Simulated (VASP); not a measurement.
VASP ran on this input.

**INCAR**
```
SYSTEM = NaF
PREC = Accurate
ENCUT = 520
EDIFF = 1E-6
NELM = 100
ALGO = Normal
LREAL = .FALSE.
LASPH = .TRUE.
ISMEAR = 0
SIGMA = 0.05
GGA = PE
LWAVE = .FALSE.
LCHARG = .FALSE.
ISIF = 2
```

**POSCAR**
```
NaF
1
    0.0000000000     2.3150000000     2.3150000000
    2.3150000000     0.0000000000     2.3150000000
    2.3150000000     2.3150000000     0.0000000000
Na F
1 1
Direct
  0.0000000000   0.0000000000   0.0000000000
  0.5000000000   0.5000000000   0.5000000000
```

KPOINTS:
```
Automatic mesh
0
Gamma
7 7 7
0 0 0
```

POTCAR, in this order: Na_pv F (PBE.64 set). Program: vasp_gam.

What VASP printed:

**standard output**
```
 POSCAR found type information on POSCAR NaF
 POSCAR found :  2 types and       2 ions
 Reading from existing POTCAR
 Reading from existing POTCAR
 LDA part: xc-table for (Slater+PW92), standard interpolation

 -----------------------------------------------------------------------------
|                                                                             |
|     EEEEEEE  RRRRRR   RRRRRR   OOOOOOO  RRRRRR      ###     ###     ###     |
|     E        R     R  R     R  O     O  R     R     ###     ###     ###     |
|     E        R     R  R     R  O     O  R     R     ###     ###     ###     |
|     EEEEE    RRRRRR   RRRRRR   O     O  RRRRRR       #       #       #      |
|     E        R   R    R   R    O     O  R   R                               |
|     E        R    R   R    R   O     O  R    R      ###     ###     ###     |
|     EEEEEEE  R     R  R     R  OOOOOOO  R     R     ###     ###     ###     |
|                                                                             |
|     You are using the Gamma-point-only version with more than one           |
|     k-point or some other non-Gamma k-point.                                |
|                                                                             |
|       ---->  I REFUSE TO CONTINUE WITH THIS SICK JOB ... BYE!!! <----       |
|                                                                             |
 -----------------------------------------------------------------------------
```

**Question.** Read the log: what went wrong, and how is it fixed?

**Answer.** The cause: the Γ-only program was given a k-mesh. VASP stops with an error: You are using the Gamma-point-only version with more than one k-point or some other non-Gamma k-point. ----> I REFUSE TO CONTINUE WITH THIS SICK JOB ... BYE!!! <---- To mend it, run vasp_std.

The mended run (PBE GGA, plane waves, VASP's PBE PAW potentials (set 64)) converges, and its OSZICAR ends with
```
   1 F= -.85605518E+01 E0= -.85605518E+01  d E =-.556038E-19
```

The compound is NaF in the rock salt structure. The cell was not relaxed at this level.
